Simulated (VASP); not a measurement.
Computed with PBE GGA, VASP's PBE PAW potentials (set 64) (plane waves; VASP 6.6.1).

The input files of a VASP run:

**INCAR**
```
ALGO  =  Normal
SYSTEM  =  HfB2
LMAXMIX  =  6   # l cut-off of mixed one-centre charges
ISMEAR  =  1
LASPH  =  .True.   # aspherical one-centre terms
ENCUT  =  520   # plane-wave cut-off (eV)
LWAVE  =  .False.
EDIFF  =  1E-6   # SCF stop (eV)
GGA  =  PE
NBANDS  =  9
NELM  =  100   # most electronic steps
ISIF  =  2
PREC  =  Accurate
SIGMA  =  0.1
LCHARG  =  .False.
LREAL  =  .False.   # projection in real space or not
```

POSCAR:
```
HfB2
1.0
  1.6014000000  -2.7737060000   0.0000000000
  1.6014000000   2.7737060000   0.0000000000
  0.0000000000   0.0000000000   3.5496000000
Hf B
1 2
direct
  0.0000000000   0.0000000000   0.0000000000
  0.3333330000   0.6666670000   0.5000000000
  0.6666670000   0.3333330000   0.5000000000
```

**KPOINTS**
```
Regular mesh
0
G
 10 10 8
```

POTCAR, in this order: Hf_pv B (PBE.64 set). Program: vasp_std.

Output of the run:

OSZICAR:
```
       N       E                     dE             d eps       ncg     rms          rms(c)
DAV:   1     0.304483152425E+02    0.30448E+02   -0.88769E+03  1260   0.168E+03
DAV:   2    -0.267962066175E+02   -0.57245E+02   -0.55598E+02  1782   0.242E+02
DAV:   3    -0.285888761034E+02   -0.17927E+01   -0.16946E+01  1496   0.373E+01
DAV:   4    -0.286323207066E+02   -0.43445E-01   -0.42336E-01  1544   0.434E+00
DAV:   5    -0.286337102641E+02   -0.13896E-02   -0.13736E-02  1479   0.525E-01    0.476E+01
DAV:   6    -0.264372766322E+02    0.21964E+01   -0.73676E+00  1345   0.194E+01    0.354E+01
DAV:   7    -0.263762276421E+02    0.61049E-01   -0.16972E+00  1447   0.101E+01    0.118E+01
DAV:   8    -0.263316400564E+02    0.44588E-01   -0.46889E-01  1367   0.516E+00    0.145E+00
DAV:   9    -0.263287333566E+02    0.29067E-02   -0.27570E-02  1409   0.143E+00    0.217E-01
DAV:  10    -0.263287509947E+02   -0.17638E-04   -0.70997E-04  1435   0.271E-01    0.313E-01
DAV:  11    -0.263287331621E+02    0.17833E-04   -0.21761E-04  1435   0.119E-01    0.113E-01
DAV:  12    -0.263287303461E+02    0.28159E-05   -0.11256E-05  1424   0.336E-02    0.222E-02
DAV:  13    -0.263287304030E+02   -0.56874E-07   -0.30241E-07   716   0.709E-03
   1 F= -.26328730E+02 E0= -.26328549E+02  d E =-.542943E-03
```

File OUTCAR:
```
------------------------ aborting loop because EDIFF is reached ----------------------------------------
  FORCE on cell =-STRESS in cart. coord.  units (eV):
  Direction    XX          YY          ZZ          XY          YZ          ZX
  --------------------------------------------------------------------------------------
  Total       -2.6455953     -2.6455950     -2.1675241      0.0000000      0.0000000      0.0000000
  in kB     -134.4201364   -134.4201206   -110.1298014      0.0000000      0.0000000      0.0000000
  external PRESSURE =    -126.3233528 kB  Pullay stress =       0.0000000 kB
  volume of cell :       31.53
      direct lattice vectors                 reciprocal lattice vectors
     1.601400000 -2.773706000  0.000000000     0.312226802 -0.180264239  0.000000000
     1.601400000  2.773706000  0.000000000     0.312226802  0.180264239  0.000000000
     0.000000000  0.000000000  3.549600000     0.000000000  0.000000000  0.281721884
 POSITION                                       TOTAL-FORCE (eV/Angst)
 -----------------------------------------------------------------------------------
      0.00000      0.00000      0.00000        -0.000000      0.000000      0.000000
      1.60140      0.92457      1.77480         0.000000      0.000000      0.000000
      1.60140     -0.92457      1.77480        -0.000000     -0.000000      0.000000
 -----------------------------------------------------------------------------------
    total drift:                                0.000000     -0.000000      0.000000
  FREE ENERGIE OF THE ION-ELECTRON SYSTEM (eV)
  ---------------------------------------------------
  free  energy   TOTEN  =       -26.3287304030 eV

  energy  without entropy=      -26.3281874601  energy(sigma->0) =      -26.32854942
```
(Selected blocks of OUTCAR.)

The compound is HfB2 in the AlB2 type structure. The cell was not relaxed at this level. The run is one of a series of settings (NBANDS = 9 against the base run), some of them coarse on purpose. VASP warned that the highest band is occupied, so more bands are needed.
